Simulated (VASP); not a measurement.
# ZnCdSO: structure and properties in VASP, part 3 of 5

What structure does ZnCdSO take at this level, and what are its properties? The cell is invented: it takes the structure of a Materials Project entry for ZnCdSeS (space group 156 there), with some of its atoms replaced by other elements, volume scaled by an estimate. It may not be a known or stable phase.

VASP 6.6.1, plane waves and PAW; the level of theory is named at each step.

So far, gap on the k-mesh (eV): step 2 (rough relaxation of the start cell) 0.643; step 3 (full relaxation (r2SCAN)) 0.620; step 4 (density, ELF and potential (r2SCAN)) 0.619.

### Step 5. Band structure (r2SCAN)

Level of this step: r2SCAN; plane waves and PAW (Cd, Zn, S, O); invented cell (VASP).

Levels along the symmetry lines show where the bands peak and cross; KPOINTS_OPT computes them in the converged potential.

INCAR

```
SYSTEM = ZnCdSO
PREC = Accurate
ENCUT = 520
EDIFF = 1E-06
NELM = 100
ISMEAR = 0
SIGMA = 0.05
LREAL = .FALSE.
ALGO = Normal
METAGGA = R2SCAN
LASPH = .TRUE.
NBANDS = 32
LORBIT = 11
LWAVE = .FALSE.
LCHARG = .FALSE.
KPAR = 2
```

POSCAR

```
ZnCdSO
1.0
    3.7355713009      0.0000000000      0.0000000000
   -1.8677856505      3.2350998977      0.0000000000
    0.0000000000      0.0000000000      5.9552773176
Cd Zn S O
1 1 1 1
Direct
    0.0000000000      0.0000000000      0.4654295487
    0.3333333300      0.6666666700      0.0314759406
    0.0000000000      0.0000000000      0.8949359676
    0.3333333300      0.6666666700      0.3601585432
```

KPOINTS

```
Automatic mesh
0
Gamma
7 7 4
0 0 0
```

KPOINTS_OPT

```
Line mode
16
Line-mode
Reciprocal
  0.00000000   0.00000000   0.00000000 GAMMA
  0.50000000   0.00000000   0.00000000 M

  0.50000000   0.00000000   0.00000000 M
  0.33333333   0.33333333   0.00000000 K

  0.33333333   0.33333333   0.00000000 K
  0.00000000   0.00000000   0.00000000 GAMMA

  0.00000000   0.00000000   0.00000000 GAMMA
  0.00000000   0.00000000   0.50000000 A

  0.00000000   0.00000000   0.50000000 A
  0.50000000   0.00000000   0.50000000 L

  0.50000000   0.00000000   0.50000000 L
  0.33333333   0.33333333   0.50000000 H

  0.33333333   0.33333333   0.50000000 H
  0.00000000   0.00000000   0.50000000 A

  0.50000000   0.00000000   0.50000000 L
  0.50000000   0.00000000   0.00000000 M

  0.33333333   0.33333333   0.00000000 K
  0.33333333   0.33333333   0.50000000 H
```

Potentials, in the order of the species: Cd, Zn, S and O (PBE family, release 64).

The run is started by

```console
mpirun -np 2 vasp_std
```

Log:

```text
[... set-up lines as in an earlier step ...]
 entering main loop
       N       E                     dE             d eps       ncg     rms          rms(c)
DAV:   1     0.256451786431E+03    0.25645E+03   -0.16996E+04  1792   0.130E+03
DAV:   2    -0.311381133608E+02   -0.28759E+03   -0.26515E+03  1816   0.338E+02
DAV:   3    -0.576053708712E+02   -0.26467E+02   -0.26119E+02  2176   0.102E+02
DAV:   4    -0.580409136647E+02   -0.43554E+00   -0.43522E+00  2024   0.139E+01
DAV:   5    -0.580439379549E+02   -0.30243E-02   -0.30242E-02  2144   0.110E+00    0.125E+01
DAV:   6    -0.472172807814E+02    0.10827E+02   -0.55964E+00  2216   0.463E+01    0.114E+01
DAV:   7    -0.473842118848E+02   -0.16693E+00   -0.22571E+00  2112   0.116E+01    0.732E+00
DAV:   8    -0.474337327014E+02   -0.49521E-01   -0.46271E-01  2272   0.604E+00    0.202E+00
DAV:   9    -0.473967344541E+02    0.36998E-01   -0.14902E-01  2168   0.382E+00    0.753E-01
DAV:  10    -0.473973844064E+02   -0.64995E-03   -0.40229E-02  1920   0.159E+00    0.386E-01
DAV:  11    -0.473961491759E+02    0.12352E-02   -0.72676E-03  2248   0.652E-01    0.116E-01
DAV:  12    -0.473962031524E+02   -0.53977E-04   -0.89957E-04  2032   0.187E-01    0.967E-02
DAV:  13    -0.473962183023E+02   -0.15150E-04   -0.20923E-04  2008   0.766E-02    0.452E-02
DAV:  14    -0.473962294796E+02   -0.11177E-04   -0.11971E-05  2016   0.257E-02    0.111E-02
DAV:  15    -0.473962297077E+02   -0.22812E-06   -0.14655E-06  1800   0.923E-03
   1 F= -.47396230E+02 E0= -.47396230E+02  d E =-.116978E-11
 Start KPOINTS_OPT (optional k-point list driver)
k-point batch [1-28\144]
       N       E                     dE             ncg
DAV:   1     0.369547170202E+04   -0.20299E+05     1792
DAV:   2    -0.419459326122E+04   -0.78901E+04     1816
DAV:   3    -0.490007574038E+04   -0.70548E+03     2144
DAV:   4    -0.491171239762E+04   -0.11637E+02     2016
DAV:   5    -0.491178557652E+04   -0.73179E-01     2168
DAV:   6    -0.491178646750E+04   -0.89098E-03     1976
DAV:   7    -0.491178648174E+04   -0.14243E-04     2208
DAV:   8    -0.491178648197E+04   -0.22579E-06     1528
[...]
k-point batch [141-144\144]
       N       E                     dE             ncg
DAV:   1     0.309491143924E+05   -0.45023E+04      256
DAV:   2     0.298325861785E+05   -0.11165E+04      256
DAV:   3     0.297324842207E+05   -0.10010E+03      328
DAV:   4     0.297309398026E+05   -0.15444E+01      288
DAV:   5     0.297309299916E+05   -0.98110E-02      320
DAV:   6     0.297309298693E+05   -0.12225E-03      264
DAV:   7     0.297309298675E+05   -0.18896E-05      320
DAV:   8     0.297309298674E+05   -0.29300E-07      208
```

Run time: 2.5 min. Hardware: 2 MPI ranks of Intel Xeon 6975P-C (Granite Rapids), shared host; peak memory 0.5 GiB.

OUTCAR, selected parts (step 5):

```text
   k-points           NKPTS =     28   k-points in BZ     NKDIM =     28   number of bands    NBANDS=     32

   NELECT =      36.0000    total number of electrons

 E-fermi :   1.5132

 k-point     1 :       0.0000    0.0000    0.0000
  band No.  band energies     occupation
    ...
     14       0.0197      2.00000
     15       0.0197      2.00000
     16       0.7943      2.00000
     17       1.2934      2.00000
     18       1.2934      2.00000
     19       1.9126      0.00000
     20       5.6991      0.00000
     21       9.1533      0.00000
     22       9.1534      0.00000
     23       9.6684      0.00000
    ...

  Total       -0.0155028     -0.0155028     -0.0316744      0.0000000      0.0000000     -0.0000000
  in kB       -0.3451234     -0.3451235     -0.7051351      0.0000000      0.0000000     -0.0000000
  external PRESSURE =      -0.4651273 kB  Pullay stress =       0.0000000 kB

 POSITION                                       TOTAL-FORCE (eV/Angst)
 -----------------------------------------------------------------------------------
      0.00000      0.00000      2.77176        -0.000000      0.000000     -0.000939
     -0.00000      2.15673      0.18745        -0.000000      0.000000      0.000211
      0.00000      0.00000      5.32959        -0.000000      0.000000     -0.007092
     -0.00000      2.15673      2.14484         0.000000     -0.000000      0.007820
 -----------------------------------------------------------------------------------
    total drift:                                0.000008     -0.000014      0.048102

  FREE ENERGIE OF THE ION-ELECTRON SYSTEM (eV)
  ---------------------------------------------------
  free  energy   TOTEN  =       -47.3962297077 eV

  energy  without entropy=      -47.3962297077  energy(sigma->0) =      -47.39622971

[... 7 parts as in an earlier step ...]

[... 9 further parts left out ...]
```

Spin-orbit coupling is off here; it would split degenerate levels.

Numbers from this step:

```
SCF cycles                        : 15
bands                             : 32
Fermi energy                      : 1.513 eV
pressure                          : -0.04651 GPa
least gap on mesh and path        : 0.619 eV
least direct gap on mesh and path : 0.6192 eV
```

Electronic bands along the path, in eV, zero at the valence-band top; v1 is the highest filled band, c1 the lowest empty one:

| point | v4 | v3 | v2 | v1 | c1 | c2 | c3 | c4 |
| --- | --- | --- | --- | --- | --- | --- | --- | --- |
| Γ | -1.27 | -0.50 | 0.00 | 0.00 | 0.62 | 4.41 | 7.86 | 7.86 |
| 0.47 of the way | -1.93 | -1.79 | -0.82 | -0.46 | 2.33 | 5.52 | 7.03 | 8.04 |
| M | -3.00 | -2.42 | -1.65 | -0.95 | 4.48 | 4.87 | 5.75 | 6.56 |
| 0.47 of the way | -3.09 | -2.65 | -1.77 | -1.43 | 4.87 | 5.66 | 6.09 | 6.77 |
| K | -3.36 | -2.23 | -2.20 | -1.93 | 5.35 | 5.69 | 7.02 | 7.32 |
| 0.53 of the way | -2.49 | -1.87 | -0.95 | -0.75 | 2.74 | 6.30 | 6.99 | 7.12 |
| Γ | -1.27 | -0.50 | 0.00 | 0.00 | 0.62 | 4.41 | 7.86 | 7.86 |
| 0.53 of the way | -1.21 | -1.21 | -0.06 | -0.06 | 1.88 | 4.41 | 7.09 | 7.86 |
| A | -1.15 | -1.15 | -0.11 | -0.11 | 2.93 | 4.30 | 5.96 | 7.86 |
| 0.47 of the way | -1.74 | -1.56 | -1.36 | -0.69 | 3.70 | 5.22 | 6.30 | 7.05 |
| L | -2.08 | -1.93 | -1.29 | -1.21 | 3.88 | 4.70 | 6.31 | 7.10 |
| 0.47 of the way | -2.59 | -2.05 | -1.74 | -1.08 | 4.33 | 5.63 | 6.51 | 7.24 |
| H | -3.24 | -2.57 | -1.77 | -0.98 | 5.29 | 5.67 | 6.32 | 7.38 |
| 0.47 of the way | -2.10 | -1.74 | -1.34 | -1.28 | 4.08 | 5.83 | 6.58 | 6.95 |
| A | -1.15 | -1.15 | -0.11 | -0.11 | 2.93 | 4.30 | 5.96 | 7.86 |
| jump to L | -2.08 | -1.93 | -1.29 | -1.21 | 3.88 | 4.70 | 6.31 | 7.10 |
| 0.47 of the way | -2.39 | -2.26 | -1.33 | -1.11 | 4.07 | 4.78 | 5.78 | 7.57 |
| M | -3.00 | -2.42 | -1.65 | -0.95 | 4.48 | 4.87 | 5.75 | 6.56 |
| jump to K | -3.36 | -2.23 | -2.20 | -1.93 | 5.35 | 5.69 | 7.02 | 7.32 |
| 0.53 of the way | -3.58 | -2.22 | -1.98 | -1.45 | 5.66 | 5.68 | 5.88 | 7.80 |
| H | -3.24 | -2.57 | -1.77 | -0.98 | 5.29 | 5.67 | 6.32 | 7.38 |

Of the projections kept (Cd, Zn, S, O), the largest for each band there; the rest of the weight can lie on other orbitals:

| point | v4 | v3 | v2 | v1 | c1 | c2 | c3 | c4 |
| --- | --- | --- | --- | --- | --- | --- | --- | --- |
| Γ | O 0.68 | O 0.46 | S 0.61 | S 0.61 | Cd 0.59 | Zn 0.59 | Zn 0.91 | Zn 0.91 |
| M | S 0.35 | O 0.57 | O 0.37 | S 0.44 | Cd 0.46 | Zn 0.59 | Zn 0.33 | O 0.40 |
| K | O 0.55 | O 0.60 | S 0.66 | O 0.45 | Cd 0.54 | Cd 0.48 | Zn 0.55 | O 0.45 |
| Γ | O 0.68 | O 0.46 | S 0.61 | S 0.61 | Cd 0.59 | Zn 0.59 | Zn 0.91 | Zn 0.91 |
| A | O 0.75 | O 0.75 | S 0.70 | S 0.70 | Cd 0.48 | Zn 0.46 | Cd 0.43 | Zn 0.92 |
| L | O 0.69 | O 0.61 | S 0.58 | S 0.49 | Cd 0.39 | Zn 0.58 | Cd 0.50 | Cd 0.50 |

The path finds the gap of the mesh within 0.02 eV, so the mesh comes close to both band edges.

### Step 6. Density of states (r2SCAN)

Here the states are counted by energy and projected on the atoms. The mesh is finer than in the run before.

INCAR, as its differences from that of step 5:

```diff
@@ -5,3 +5,3 @@
 NELM = 100
-ISMEAR = 0
+ISMEAR = -5
 SIGMA = 0.05
@@ -16 +16,2 @@
 KPAR = 2
+NEDOS = 2001
```

POSCAR is that of step 5.

KPOINTS

```
Automatic mesh
0
Gamma
10 10 6
0 0 0
```

The run is started by

```console
mpirun -np 2 vasp_std
```

Log:

```text
[... set-up lines as in an earlier step ...]
 entering main loop
       N       E                     dE             d eps       ncg     rms          rms(c)
DAV:   1     0.254772415592E+03    0.25477E+03   -0.17202E+04  4608   0.130E+03
DAV:   2    -0.313672769438E+02   -0.28614E+03   -0.26415E+03  4712   0.338E+02
DAV:   3    -0.576099797405E+02   -0.26243E+02   -0.25888E+02  5600   0.102E+02
DAV:   4    -0.580417385608E+02   -0.43176E+00   -0.43140E+00  5184   0.138E+01
DAV:   5    -0.580447105329E+02   -0.29720E-02   -0.29719E-02  5544   0.110E+00    0.125E+01
DAV:   6    -0.472171431314E+02    0.10828E+02   -0.55859E+00  5680   0.463E+01    0.113E+01
DAV:   7    -0.473853048374E+02   -0.16816E+00   -0.22694E+00  5368   0.116E+01    0.732E+00
DAV:   8    -0.474353268999E+02   -0.50022E-01   -0.46503E-01  5984   0.607E+00    0.203E+00
DAV:   9    -0.473977876495E+02    0.37539E-01   -0.15036E-01  5592   0.384E+00    0.757E-01
DAV:  10    -0.473984414582E+02   -0.65381E-03   -0.40723E-02  5056   0.159E+00    0.388E-01
DAV:  11    -0.473971992937E+02    0.12422E-02   -0.73571E-03  5760   0.655E-01    0.117E-01
DAV:  12    -0.473972532825E+02   -0.53989E-04   -0.91103E-04  5312   0.189E-01    0.983E-02
DAV:  13    -0.473972670486E+02   -0.13766E-04   -0.21376E-04  5192   0.775E-02    0.450E-02
DAV:  14    -0.473972782361E+02   -0.11187E-04   -0.12079E-05  5208   0.261E-02    0.112E-02
DAV:  15    -0.473972784469E+02   -0.21078E-06   -0.15265E-06  4728   0.927E-03
   1 F= -.47397278E+02 E0= -.47397278E+02  d E =0.000000E+00
```

The job ended after 2 min (2 MPI ranks; peak memory 0.61 GiB).

OUTCAR, selected parts (step 6):

```text
   k-points           NKPTS =     72   k-points in BZ     NKDIM =     72   number of bands    NBANDS=     32

   NELECT =      36.0000    total number of electrons

 E-fermi :   1.3107

 k-point     1 :       0.0000    0.0000    0.0000
  band No.  band energies     occupation
    ...
     14       0.0196      2.00000
     15       0.0196      2.00000
     16       0.7936      2.00000
     17       1.2921      2.00000
     18       1.2921      2.00000
     19       1.9128      0.00000
     20       5.6981      0.00000
     21       9.1522      0.00000
     22       9.1524      0.00000
     23       9.6680      0.00000
    ...

  Total       -0.0180100     -0.0180100     -0.0289646      0.0000000      0.0000000     -0.0000000
  in kB       -0.4009380     -0.4009380     -0.6448091      0.0000000      0.0000000     -0.0000000
  external PRESSURE =      -0.4822284 kB  Pullay stress =       0.0000000 kB

 POSITION                                       TOTAL-FORCE (eV/Angst)
 -----------------------------------------------------------------------------------
      0.00000      0.00000      2.77176         0.000000      0.000000     -0.001317
     -0.00000      2.15673      0.18745         0.000000     -0.000000      0.001406
      0.00000      0.00000      5.32959         0.000000      0.000000     -0.007040
     -0.00000      2.15673      2.14484        -0.000000     -0.000000      0.006951
 -----------------------------------------------------------------------------------
    total drift:                                0.000008     -0.000014      0.048065

  FREE ENERGIE OF THE ION-ELECTRON SYSTEM (eV)
  ---------------------------------------------------
  free  energy   TOTEN  =       -47.3972784469 eV

  energy  without entropy=      -47.3972784469  energy(sigma->0) =      -47.39727845

[... 6 parts as in an earlier step ...]

[... 10 further parts left out ...]
```

This step gave:

```
irreducible k-points           : 72
Fermi energy                   : 1.311 eV
pressure                       : -0.04822 GPa
gap on the k-mesh              : 0.6207 eV
least direct gap on the k-mesh : 0.6207 eV
```

The density of states has structure finer than the step of the table below, so its rows give means over 0.5 eV, whole bins alone (the curve runs from -6.51 to 8.60 eV). Peaks (eV: height): total -6.07: 18.7, -5.76: 14.6, -5.60: 28.5, -1.16: 7.43; Zn d -6.07: 14.8, -5.76: 12.3, -5.60: 25.8; Cd d -6.07: 0.346, -5.76: 0.464, -5.60: 0.889, -4.61: 0.203, -1.16: 0.372.

States under -6.5 eV and over 8.6 eV are left out, among them most of the Cd d (centred near -7.4 eV) states; flat bands give spikes narrower than the energy grid, so sums over such rows miss the true count of states. Table of density of states by energy, zero at the valence-band top; means over each step; values in states/eV/cell:

| energy (eV) | total | Zn d | Cd d |
| --- | --- | --- | --- |
| -6.0 | 11.1 | 9.04 | 0.223 |
| -5.5 | 7.27 | 6.45 | 0.234 |
| -5.0 | 0.123 | 0.0122 | 0.00654 |
| -4.5 | 2.43 | 0.243 | 0.113 |
| -4.0 | 2.08 | 0.314 | 0.0949 |
| -3.5 | 2.13 | 0.271 | 0.113 |
| -3.0 | 1.88 | 0.160 | 0.0946 |
| -2.5 | 2.92 | 0.210 | 0.151 |
| -2.0 | 3.53 | 0.253 | 0.188 |
| -1.5 | 3.75 | 0.287 | 0.209 |
| -1.0 | 3.85 | 0.341 | 0.172 |
| -0.5 | 1.18 | 0.143 | 0.0308 |
| 0.0 | 0.231 | 0.0306 | 0.00436 |
| 0.5 | 2.0e-4 | 0 | 0 |
| 1.0 | 0.0227 | 1.2e-4 | 6.9e-5 |
| 1.5 | 0.0922 | 7.5e-4 | 5.4e-4 |
| 2.0 | 0.170 | 0.00123 | 7.4e-4 |
| 2.5 | 0.284 | 0.00148 | 0.00110 |
| 3.0 | 0.453 | 0.00185 | 0.00192 |
| 3.5 | 0.635 | 0.00215 | 0.00348 |
| 4.0 | 1.13 | 0.00852 | 0.0117 |
| 4.5 | 0.867 | 0.00781 | 0.0106 |
| 5.0 | 1.24 | 0.0240 | 0.0120 |
| 5.5 | 2.10 | 0.0456 | 0.0250 |
| 6.0 | 2.12 | 0.0608 | 0.0325 |
| 6.5 | 2.27 | 0.0676 | 0.0279 |
| 7.0 | 1.63 | 0.0332 | 0.0298 |
| 7.5 | 2.69 | 0.0619 | 0.0501 |
| 8.0 | 1.98 | 0.0554 | 0.0292 |

The gap on this mesh is 0.62 eV.

### Step 7. A semilocal run for the hybrid's start

This step: PBE; plane waves and PAW (Cd, Zn, S, O); invented cell (VASP 6.6.1).

A hybrid converges badly from random orbitals, so a cheap semilocal run writes a WAVECAR on the same mesh first.

INCAR

```
SYSTEM = ZnCdSO
PREC = Accurate
ENCUT = 520
EDIFF = 1E-05
NELM = 100
ISMEAR = 0
SIGMA = 0.05
LREAL = .FALSE.
ALGO = Normal
GGA = PE
NBANDS = 24
LORBIT = 11
LWAVE = .TRUE.
LCHARG = .FALSE.
KPAR = 2
```

POSCAR is that of step 6.

KPOINTS

```
Automatic mesh
0
Gamma
4 4 3
0 0 0
```

The run is started by

```console
mpirun -np 2 vasp_std
```

Log:

```text
[banner, memory and clock lines left out]
running    2 mpi-ranks, on    1 nodes
 distrk:  each k-point on    1 cores,    2 groups
 distr:  one band on    1 cores,    1 groups

 POSCAR found type information on POSCAR CdZnS O
 POSCAR found :  4 types and       4 ions
 LDA part: xc-table for (Slater+PW92), standard interpolation
 POSCAR, INCAR and KPOINTS ok, starting setup
 FFT: planning ... GRIDC
 FFT: planning ... GRID_SOFT
 FFT: planning ... GRID
 WAVECAR not read
 entering main loop
       N       E                     dE             d eps       ncg     rms          rms(c)
DAV:   1     0.277191177536E+03    0.27719E+03   -0.17795E+04   432   0.167E+03
DAV:   2     0.566149164982E+01   -0.27153E+03   -0.26074E+03   472   0.395E+02
DAV:   3    -0.168235464563E+02   -0.22485E+02   -0.22292E+02   536   0.115E+02
DAV:   4    -0.171454992458E+02   -0.32195E+00   -0.32184E+00   480   0.149E+01
DAV:   5    -0.171494235448E+02   -0.39243E-02   -0.39242E-02   528   0.156E+00    0.132E+01
DAV:   6    -0.145934836728E+02    0.25559E+01   -0.84779E+00   632   0.556E+01    0.920E+00
DAV:   7    -0.146340897868E+02   -0.40606E-01   -0.26249E+00   432   0.131E+01    0.632E+00
DAV:   8    -0.146523422268E+02   -0.18252E-01   -0.74242E-01   520   0.657E+00    0.164E+00
DAV:   9    -0.146094522254E+02    0.42890E-01   -0.25535E-01   576   0.513E+00    0.525E-01
DAV:  10    -0.146096600857E+02   -0.20786E-03   -0.34893E-02   464   0.149E+00    0.119E-01
DAV:  11    -0.146100119147E+02   -0.35183E-03   -0.23764E-03   496   0.383E-01    0.110E-01
DAV:  12    -0.146100324286E+02   -0.20514E-04   -0.22116E-04   488   0.104E-01    0.679E-02
DAV:  13    -0.146100917894E+02   -0.59361E-04   -0.13143E-04   440   0.741E-02    0.148E-02
DAV:  14    -0.146100920965E+02   -0.30708E-06   -0.75318E-06   392   0.432E-02
   1 F= -.14610092E+02 E0= -.14610087E+02  d E =-.111773E-04
 writing wavefunctions
```

It took 6 s on 2 MPI ranks; peak memory 0.37 GiB.

From OUTCAR (step 7):

```text
   k-points           NKPTS =      9   k-points in BZ     NKDIM =      9   number of bands    NBANDS=     24

   NELECT =      36.0000    total number of electrons

 E-fermi :   1.7114

 k-point     1 :       0.0000    0.0000    0.0000
  band No.  band energies     occupation
    ...
     14       0.3488      2.00000
     15       0.3488      2.00000
     16       1.1039      2.00000
     17       1.5960      1.99890
     18       1.5960      1.99890
     19       1.8196      0.00221
     20       5.4249      0.00000
     21       8.9232      0.00000
     22       8.9232      0.00000
     23       9.4505      0.00000
    ...

  Total        1.3732411      1.3732413      1.3422336     -0.0000000      0.0000000     -0.0000000
  in kB       30.5710708     30.5710755     29.8807823     -0.0000000      0.0000000     -0.0000000
  external PRESSURE =      30.3409762 kB  Pullay stress =       0.0000000 kB

 POSITION                                       TOTAL-FORCE (eV/Angst)
 -----------------------------------------------------------------------------------
      0.00000      0.00000      2.77176         0.000000      0.000000      0.125744
     -0.00000      2.15673      0.18745         0.000000     -0.000000     -0.179640
      0.00000      0.00000      5.32959         0.000000      0.000000     -0.091324
     -0.00000      2.15673      2.14484        -0.000000      0.000000      0.145220
 -----------------------------------------------------------------------------------
    total drift:                                0.000029     -0.000026     -0.000309

  FREE ENERGIE OF THE ION-ELECTRON SYSTEM (eV)
  ---------------------------------------------------
  free  energy   TOTEN  =       -14.6100920965 eV

  energy  without entropy=      -14.6100809191  energy(sigma->0) =      -14.61008651

[... 6 parts as in an earlier step ...]

[... 10 further parts left out ...]
```

At this level the cell is under a pressure of 3.0 GPa, so at these settings it is away from equilibrium.

This step gave:

```yaml
scf_cycles: 14
bands: 24
irreducible_k_points: 9
free_energy_toten: -14.61 eV
fermi_energy: 1.711 eV
pressure: 3.034 GPa
gap_on_the_k_mesh: 0.2236 eV
least_direct_gap_on_the_k_mesh: 0.2236 eV
```

Force by atom:

| atom | x (eV/Å) | y (eV/Å) | z (eV/Å) | size |
| --- | --- | --- | --- | --- |
| Cd1 | 0.000 | 0.000 | 0.126 | 0.126 |
| Zn2 | 0.000 | 0.000 | -0.180 | 0.180 |
| S3 | 0.000 | 0.000 | -0.091 | 0.091 |
| O4 | 0.000 | 0.000 | 0.145 | 0.145 |

[end of part 3 of 5]

[Lines on the potential files, build, host, timing and source positions are cut from VASP's logs without a mark.]

[Logs are printed without paths, hosts, clocks, repeated set-up lines and the standing remarks that a program may print on its own settings, such as how far it seeks lower states.]

[Hosts, paths, dates, database ids (printed as entryN), source tags and the programs' standing remarks are cut or masked in the printed files.]

[A measured line is paired with the nearest computed mode of its activity, which favours agreement.]
